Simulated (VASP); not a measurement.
# InAgS (P4/mmm) in VASP: notebook

Runs on InAgS. Level: PBE. Tasks: single point.

Everything below comes from runs of VASP 6.6.1. Logs are shortened: lines on timing, memory, paths and dates and some standing lists are left out, and cuts for length are marked.

## Step 1: The cell of the first run

It takes space group P4/mmm (No. 123, tetragonal). Conventional cell: a = 4.299 Å, b = 4.299 Å, c = 4.111 Å, α = 90.00°, β = 90.00°, γ = 90.00°. Around In (site symmetry 4/mmm) lie 4 S at 3.04 Å. Ag (site symmetry 4/mmm) has 2 S at 2.06 Å as nearest neighbours. S (site symmetry 4/mmm) has 2 Ag at 2.06 Å as nearest neighbours.

The cell was built by a generator and needn't be a form met in nature.

## Step 2: Single point, PBE (random cell by space group and Wyckoff sites (P4/mmm, No. 123))

The input, INCAR:

```
SYSTEM = InAgS
PREC = Accurate ; ENCUT = 520
EDIFF = 1E-7 ; ISMEAR = 0
SIGMA = 0.1 ; LREAL = .False.
LASPH = .True. ; NELM = 100
ALGO = Normal ; ISIF = 2
LWAVE = .False. ; LCHARG = .False.
GGA = PE ; NBANDS = 22
```

The input, KPOINTS:

```
regular mesh
0
Gamma
  4 4 4
  0 0 0
```

The input, POSCAR:

```
InAgS
1.0
    4.2991035300      0.0000000000      0.0000000000
    0.0000000000      4.2991035300      0.0000000000
    0.0000000000      0.0000000000      4.1109438300
In Ag S
1 1 1
Direct
    0.0000000000      0.0000000000      0.0000000000
    0.5000000000      0.5000000000      0.5000000000
    0.5000000000      0.5000000000      0.0000000000
```

Potentials or basis: VASP PAW PBE potentials, release 64 (In_d, Ag, S).

On the command line:

```sh
$ cat potpaw_PBE.64/In_d/POTCAR potpaw_PBE.64/Ag/POTCAR potpaw_PBE.64/S/POTCAR > POTCAR
$ mpirun -np 1 vasp_std > vasp.out
```

OUTCAR:

```text
SYSTEM = InAgS
   PREC = Accurate
   ENCUT = 520
   EDIFF = 1E-7
   ISMEAR = 0
   LREAL = .False.
   LASPH = .True.
   NELM = 100
   ISIF = 2
   GGA = PE

 ion  position               nearest neighbor table
   1  0.000  0.000  0.000-   3 3.04   3 3.04   3 3.04   3 3.04   2 3.67   2 3.67   2 3.67   2 3.67
                             2 3.67   2 3.67   2 3.67   2 3.67
   2  0.500  0.500  0.500-   3 2.06   3 2.06   1 3.67   1 3.67   1 3.67   1 3.67   1 3.67   1 3.67
                             1 3.67   1 3.67
   3  0.500  0.500  0.000-   2 2.06   2 2.06   1 3.04   1 3.04   1 3.04   1 3.04

  LATTYP: Found a simple tetragonal cell.
 ALAT       =     4.2991035300
 C/A-ratio  =     0.9562328056

  Lattice vectors:

 A1 = (   4.2991035300,   0.0000000000,   0.0000000000)
 A2 = (   0.0000000000,   4.2991035300,   0.0000000000)
 A3 = (   0.0000000000,   0.0000000000,   4.1109438300)

Analysis of symmetry for initial positions (statically):
=====================================================================
 Subroutine PRICEL returns:
 Original cell was already a primitive cell.

 Routine SETGRP: Setting up the symmetry group for a
 simple tetragonal supercell.

 Subroutine GETGRP returns: Found 16 space group operations
 (whereof 16 operations were pure point group operations)
 out of a pool of 16 trial point group operations.

The static configuration has the point symmetry D_4h.

Analysis of symmetry for dynamics (positions and initial velocities):
=====================================================================
 Subroutine PRICEL returns:
 Original cell was already a primitive cell.

 Routine SETGRP: Setting up the symmetry group for a
 simple tetragonal supercell.

 Subroutine GETGRP returns: Found 16 space group operations
 (whereof 16 operations were pure point group operations)
 out of a pool of 16 trial point group operations.

The dynamic configuration has the point symmetry D_4h.

 Subroutine INISYM returns: Found 16 space group operations
 (whereof 16 operations are pure point group operations),
 and found     1 'primitive' translations

----------------------------------------------------------------------------------------

                                     Primitive cell

  volume of cell :      75.9797

  direct lattice vectors                    reciprocal lattice vectors
     4.299103530  0.000000000  0.000000000     0.232606634  0.000000000  0.000000000
     0.000000000  4.299103530  0.000000000     0.000000000  0.232606634  0.000000000
     0.000000000  0.000000000  4.110943830     0.000000000  0.000000000  0.243253141

  length of vectors
     4.299103530  4.299103530  4.110943830     0.232606634  0.232606634  0.243253141

  position of ions in fractional coordinates (direct lattice)
     0.000000000  0.000000000  0.000000000
     0.500000000  0.500000000  0.500000000
     0.500000000  0.500000000  0.000000000

  ion indices of the primitive-cell ions
   primitive index   ion index
                 1           1
                 2           2
                 3           3

----------------------------------------------------------------------------------------

 KPOINTS: regular mesh

Automatic generation of k-mesh.
 Grid dimensions read from file:
 generate k-points for:    4    4    4

 Generating k-lattice:

  Cartesian coordinates                     Fractional coordinates (reciprocal lattice)
     0.058151658  0.000000000  0.000000000     0.250000000  0.000000000  0.000000000
     0.000000000  0.058151658  0.000000000     0.000000000  0.250000000  0.000000000
     0.000000000  0.000000000  0.060813285     0.000000000  0.000000000  0.250000000

  Length of vectors
     0.058151658  0.058151658  0.060813285

  Shift w.r.t. Gamma in fractional coordinates (k-lattice)
     0.000000000  0.000000000  0.000000000

 Subroutine IBZKPT returns following result:
 ===========================================

 Found     18 irreducible k-points:

 Following reciprocal coordinates:
            Coordinates               Weight
  0.000000  0.000000  0.000000      1.000000
  0.250000  0.000000  0.000000      4.000000
  0.500000  0.000000  0.000000      2.000000
  0.250000  0.250000  0.000000      4.000000
  0.500000  0.250000  0.000000      4.000000
  0.500000  0.500000  0.000000      1.000000
[... 10 lines left out ...]
  0.500000  0.250000  0.500000      4.000000
  0.500000  0.500000  0.500000      1.000000
   k-points           NKPTS =     18   k-points in BZ     NKDIM =     18   number of bands    NBANDS=     22
   number of dos      NEDOS =    301   number of ions     NIONS =      3
   total plane-waves  NPLWV =  32768
   dimension x,y,z NGX =    32 NGY =   32 NGZ =   32
   dimension x,y,z NGXF=    64 NGYF=   64 NGZF=   64
   ions per type =               1   1   1
   NGX,Y,Z   is equivalent  to a cutoff of  12.37, 12.37, 12.94 a.u.
   NGXF,Y,Z  is equivalent  to a cutoff of  24.75, 24.75, 25.88 a.u.
 SYSTEM =  InAgS
   PREC   = accura    normal or accurate (medium, high low for compatibility)
   ISTART =      0    job   : 0-new  1-cont  2-samecut
   ICHARG =      2    charge: 1-file 2-atom 10-const
   ISPIN  =      1    spin polarized calculation?
   LNONCOLLINEAR =      F non collinear calculations
   LSORBIT =      F    spin-orbit coupling
   LASPH  =      T    aspherical Exc in radial PAW
   ENCUT  =  520.0 eV  38.22 Ry    6.18 a.u.   7.99  7.99  7.64*2*pi/ulx,y,z
   NELM   =    100;   NELMIN=  2; NELMDL= -5     # of ELM steps
   EDIFF  = 0.1E-06   stopping-criterion for ELM
   LREAL  =      F    real-space projection
   EDIFFG = 0.1E-05   stopping-criterion for IOM
   NSW    =      0    number of steps for IOM
   IBRION =     -1    ionic relax: 0-MD 1-quasi-New 2-CG
   NFREE  =      0    steps in history (QN), initial steepest desc. (CG)
   ISIF   =      2    stress and relaxation
   ISYM   =      2    0-nonsym 1-usesym 2-fastsym
   POTIM  = 0.5000    time-step for ionic-motion
   TEBEG  =    0.0;   TEEND  =   0.0 temperature during run
   PSTRESS=    0.0 pullay stress
   NELECT =      30.0000    total number of electrons
   NUPDOWN=      -1.0000    fix difference up-down
   EMIN   =  10.00;   EMAX   =-10.00  energy-range for DOS
   EFERMI =   0.00;   METHOD = LEGACY
   ISMEAR =     0;   SIGMA  =   0.10  broadening in eV -4-tet -1-fermi 0-gaus
   EFERMI_NEDOS =   21; number of points for ismear=-14 and -15
   IALGO  =     38    algorithm
   IMIX   =      4    mixing-type and parameters
     AMIX     =   0.40;   BMIX     =  1.00
     AMIX_MAG =   1.60;   BMIX_MAG =  1.00
  volume/ion in A,a.u.               =      25.33       170.91
  Fermi-wavevector in a.u.,A,eV,Ry     =   1.201018  2.269595 19.625641  1.442444
  Thomas-Fermi vector in A             =   2.336838
   LORBIT       =      0    0 simple, 1 ext, 2 COOP (PROOUT), +10 PAW based schemes
   GGA     = PE    functional components
   LHFCALC =     F    Hartree Fock is set to
   AEXX    =    0.0000 exact exchange contribution
   IVDW    =     0    specifies the selected vdW correction
   LEPSILON=     F    determine dielectric tensor
   LRPA    =     F    only Hartree local field effects (RPA)
 non-spin polarized calculation
 Gauss-broadening in eV      SIGMA  =   0.10
  energy-cutoff  :      520.00
  volume of cell :       75.98
 maximum number of plane-waves:      2088
 NGX is ok and might be reduce to    32
   NGX = 15   NGY = 15   NGZ = 15

 number of electron      29.9999996 magnetization

 Free energy of the ion-electron system (eV)
  ---------------------------------------------------
  ext. energy  EPLUGINS =         0.00000000
  ---------------------------------------------------
  free energy    TOTEN  =        -8.20107476 eV

  energy without entropy =       -8.19399731  energy(sigma->0) =       -8.19753604

 E-fermi :   5.5297     XC(G=0):  -9.4487

 val. band max:        5.5187991709   @ k =   0.5000   0.0000   0.2500
 cond. band min:       5.5413983376   @ k =   0.2500   0.2500   0.5000
 fundamental gap:      0.0225991667
 Fermi energy:         5.5297034348

 k-point     1 :       0.0000    0.0000    0.0000
  band No.  band energies     occupation
      1      -9.5545      2.00000
      2      -8.8909      2.00000
      3      -8.8909      2.00000
      4      -8.8845      2.00000
      5      -8.8624      2.00000
      6      -8.7996      2.00000
[... 14 lines left out ...]
     21      14.6408      0.00000
     22      14.6486      0.00000

 k-point     2 :       0.2500    0.0000    0.0000
  band No.  band energies     occupation
      1      -9.4390      2.00000
      2      -8.8963      2.00000
      3      -8.8899      2.00000
      4      -8.8758      2.00000
      5      -8.8744      2.00000
      6      -8.8514      2.00000
[... 14 lines left out ...]
     21      12.4052      0.00000
     22      14.0854      0.00000

 k-point     3 :       0.5000    0.0000    0.0000
  band No.  band energies     occupation
      1      -9.2819      2.00000
      2      -8.9518      2.00000
      3      -8.9017      2.00000
      4      -8.8892      2.00000
      5      -8.8889      2.00000
      6      -8.8557      2.00000
[... 14 lines left out ...]
     21      14.5431      0.00000
     22      14.5863      0.00000

 k-point     4 :       0.2500    0.2500    0.0000
  band No.  band energies     occupation
      1      -9.4596      2.00000
      2      -8.9367      2.00000
      3      -8.8956      2.00000
      4      -8.8953      2.00000
      5      -8.8580      2.00000
      6      -8.7078      2.00000
[... 14 lines left out ...]
     21      13.2716      0.00000
     22      13.7548      0.00000

 k-point     5 :       0.5000    0.2500    0.0000
  band No.  band energies     occupation
      1      -9.4810      2.00000
      2      -8.9424      2.00000
      3      -8.9010      2.00000
      4      -8.8946      2.00000
      5      -8.8435      2.00000
      6      -8.6137      2.00000
[... 14 lines left out ...]
     21      13.0288      0.00000
     22      14.4312      0.00000

 k-point     6 :       0.5000    0.5000    0.0000
  band No.  band energies     occupation
      1      -9.5959      2.00000
      2      -8.9348      2.00000
      3      -8.9003      2.00000
      4      -8.9003      2.00000
      5      -8.8296      2.00000
      6      -8.4188      2.00000
[... 14 lines left out ...]
     21      13.3699      0.00000
     22      13.6238      0.00000

 k-point     7 :       0.0000    0.0000    0.2500
  band No.  band energies     occupation
      1      -9.2203      2.00000
      2      -8.8984      2.00000
      3      -8.8984      2.00000
      4      -8.8830      2.00000
      5      -8.8612      2.00000
      6      -8.5757      2.00000
[... 174 lines left out ...]
      6      -7.9524      2.00000
[... 14 lines left out ...]
     21      12.3702      0.00000
     22      13.8931      0.00000

 k-point    15 :       0.5000    0.0000    0.5000
  band No.  band energies     occupation
      1      -8.9240      2.00000
      2      -8.9076      2.00000
      3      -8.9053      2.00000
      4      -8.8900      2.00000
      5      -8.8497      2.00000
      6      -7.9391      2.00000
[... 14 lines left out ...]
     21      12.2471      0.00000
     22      14.7004      0.00000

 k-point    16 :       0.2500    0.2500    0.5000
  band No.  band energies     occupation
      1      -8.9925      2.00000
      2      -8.9146      2.00000
      3      -8.9119      2.00000
      4      -8.8970      2.00000
      5      -8.8563      2.00000
      6      -7.8202      2.00000
[... 14 lines left out ...]
     21      13.6951      0.00000
     22      14.3322      0.00000

 k-point    17 :       0.5000    0.2500    0.5000
  band No.  band energies     occupation
      1      -9.0344      2.00000
      2      -8.9209      2.00000
      3      -8.9115      2.00000
      4      -8.8937      2.00000
      5      -8.8411      2.00000
      6      -7.6912      2.00000
[... 14 lines left out ...]
     21      14.6125      0.00000
     22      15.8897      0.00000

 k-point    18 :       0.5000    0.5000    0.5000
  band No.  band energies     occupation
      1      -9.1406      2.00000
      2      -8.9177      2.00000
      3      -8.9177      2.00000
      4      -8.8837      2.00000
      5      -8.8286      2.00000
      6      -7.4732      2.00000
[... 14 lines left out ...]
     21      16.1564      0.00000
     22      16.2345      0.00000

------------------------ aborting loop because EDIFF is reached ----------------------------------------

  FORCE on cell =-STRESS in cart. coord.  units (eV):
  Direction    XX          YY          ZZ          XY          YZ          ZX
  --------------------------------------------------------------------------------------
  -------------------------------------------------------------------------------------
  Total        1.1293577      1.1293577     19.7768833      0.0000000     -0.0000000      0.0000000
  in kB       23.8146805     23.8146805    417.0336337      0.0000000     -0.0000000      0.0000000
  external PRESSURE =     154.8876649 kB  Pullay stress =       0.0000000 kB

 VOLUME and BASIS-vectors are now :
 -----------------------------------------------------------------------------
  energy-cutoff  :      520.00
  volume of cell :       75.98
      direct lattice vectors                 reciprocal lattice vectors
     4.299103530  0.000000000  0.000000000     0.232606634  0.000000000  0.000000000
     0.000000000  4.299103530  0.000000000     0.000000000  0.232606634  0.000000000
     0.000000000  0.000000000  4.110943830     0.000000000  0.000000000  0.243253141

 POSITION                                       TOTAL-FORCE (eV/Angst)
 -----------------------------------------------------------------------------------
      0.00000      0.00000      0.00000         0.000000      0.000000      0.000000
      2.14955      2.14955      2.05547         0.000000      0.000000      0.000000
      2.14955      2.14955      0.00000         0.000000      0.000000      0.000000
 -----------------------------------------------------------------------------------
    total drift:                                0.000000     -0.000000     -0.000000

  FREE ENERGIE OF THE ION-ELECTRON SYSTEM (eV)
  ---------------------------------------------------
  free  energy   TOTEN  =        -8.2010747600 eV

  energy  without entropy=       -8.1939973118  energy(sigma->0) =       -8.19753604
```

Run time: 22 s. Hardware: 1 thread of Intel Xeon Platinum 8488C (Sapphire Rapids), shared host; peak memory 0.19 GiB.

Results:

- Free energy: -8.2011 eV
- Pressure: 15.5 GPa
- Band gap on the k mesh: none (metal or under the smearing width)

Stress tensor (GPa, compression positive):
```
 2.38  0.00  0.00
 0.00  2.38  0.00
 0.00  0.00 41.70
```

Levels at points of the mesh, in eV from the Fermi level:
| k point | band 13 | band 14 | band 15 | band 16 | band 17 | band 18 |
| --- | --- | --- | --- | --- | --- | --- |
| (0.00, 0.00, 0.00) | -3.74 | -3.74 | -2.71 | 1.79 | 4.12 | 4.35 |
| (0.50, 0.00, 0.00) | -3.89 | -3.14 | -0.59 | 1.10 | 2.79 | 3.43 |
| (0.50, 0.50, 0.00) | -4.82 | -3.82 | -3.58 | 3.43 | 3.43 | 3.46 |
| (0.00, 0.00, 0.50) | -3.51 | -1.29 | -1.29 | 2.14 | 4.17 | 4.17 |
| (0.50, 0.00, 0.50) | -3.15 | -1.42 | -0.80 | 0.89 | 1.62 | 3.13 |
| (0.50, 0.50, 0.50) | -2.51 | -2.17 | -2.17 | 0.80 | 1.37 | 1.37 |

Caveat: the k mesh is coarse (spacing up to 0.38 Å⁻¹), so the values aren't converged; so large a pressure means that the cell lies far from this level's equilibrium, or that cutoff or potentials fall short.

## Step 3: Single point, PBE (random cell by space group and Wyckoff sites (P4/mmm, No. 123))

The input, INCAR:

```
SYSTEM = InAgS
ALGO = Fast ; EDIFF = 1E-6
ENCUT = 520 ; GGA = PE
ISIF = 2 ; ISMEAR = 0
LASPH = .True. ; LCHARG = .False.
LREAL = .False. ; LWAVE = .False.
NBANDS = 22 ; NELM = 100
PREC = Accurate ; SIGMA = 0.1
```

The input, KPOINTS:

```
k-points
0
Gamma
  12 12 10
  0 0 0
```

The input, POSCAR:

```
InAgS
1.0
    4.3693227395      0.0000000000      0.0000000000
    0.0000000000      4.3693227395      0.0000000000
    0.0000000000      0.0000000000      4.7010261212
In Ag S
1 1 1
Direct
    0.0000000000      0.0000000000      0.0000000000
    0.5000000000      0.5000000000      0.5000000000
    0.5000000000      0.5000000000      0.0000000000
```

Potentials or basis: VASP PAW PBE potentials, release 64 (In_d, Ag, S).

On the command line:

```sh
$ cat potpaw_PBE.64/In_d/POTCAR potpaw_PBE.64/Ag/POTCAR potpaw_PBE.64/S/POTCAR > POTCAR
$ mpirun -np 1 vasp_std > vasp.out
```

OUTCAR:

```text
SYSTEM = InAgS
   EDIFF = 1E-6
   ENCUT = 520
   GGA = PE
   ISIF = 2
   ISMEAR = 0
   LASPH = .True.
   LREAL = .False.
   NELM = 100
   PREC = Accurate

 ion  position               nearest neighbor table
   1  0.000  0.000  0.000-   3 3.09   3 3.09   3 3.09   3 3.09
   2  0.500  0.500  0.500-   3 2.35   3 2.35
   3  0.500  0.500  0.000-   2 2.35   2 2.35   1 3.09   1 3.09   1 3.09   1 3.09

  LATTYP: Found a simple tetragonal cell.
 ALAT       =     4.3693227395
[... 796 lines left out ...]

  FORCE on cell =-STRESS in cart. coord.  units (eV):
  Direction    XX          YY          ZZ          XY          YZ          ZX
  --------------------------------------------------------------------------------------
  -------------------------------------------------------------------------------------
  Total       -0.0174604     -0.0174604     -0.0571120      0.0000000      0.0000000      0.0000000
  in kB       -0.3117052     -0.3117052     -1.0195704      0.0000000      0.0000000      0.0000000
  external PRESSURE =      -0.5476603 kB  Pullay stress =       0.0000000 kB

 VOLUME and BASIS-vectors are now :
 -----------------------------------------------------------------------------
  energy-cutoff  :      520.00
  volume of cell :       89.75
      direct lattice vectors                 reciprocal lattice vectors
     4.369322740  0.000000000  0.000000000     0.228868422  0.000000000  0.000000000
     0.000000000  4.369322740  0.000000000     0.000000000  0.228868422  0.000000000
     0.000000000  0.000000000  4.701026121     0.000000000  0.000000000  0.212719516

 POSITION                                       TOTAL-FORCE (eV/Angst)
 -----------------------------------------------------------------------------------
      0.00000      0.00000      0.00000         0.000000      0.000000      0.000000
      2.18466      2.18466      2.35051         0.000000      0.000000      0.000000
      2.18466      2.18466      0.00000         0.000000      0.000000      0.000000
 -----------------------------------------------------------------------------------
    total drift:                                0.000000     -0.000000     -0.000000

  FREE ENERGIE OF THE ION-ELECTRON SYSTEM (eV)
  ---------------------------------------------------
  free  energy   TOTEN  =        -9.2670637953 eV

  energy  without entropy=       -9.2635557270  energy(sigma->0) =       -9.26530976
```

Run time: 2.7 min. Hardware: 1 thread of AMD EPYC 9R45 (Zen 5), shared host; peak memory 0.43 GiB.

Results:

| Item | Value |
| --- | --- |
| Free energy | -9.2671 eV |
| Pressure | -0.1 GPa |
| Band gap on the k mesh | none (metal or under the smearing width) |
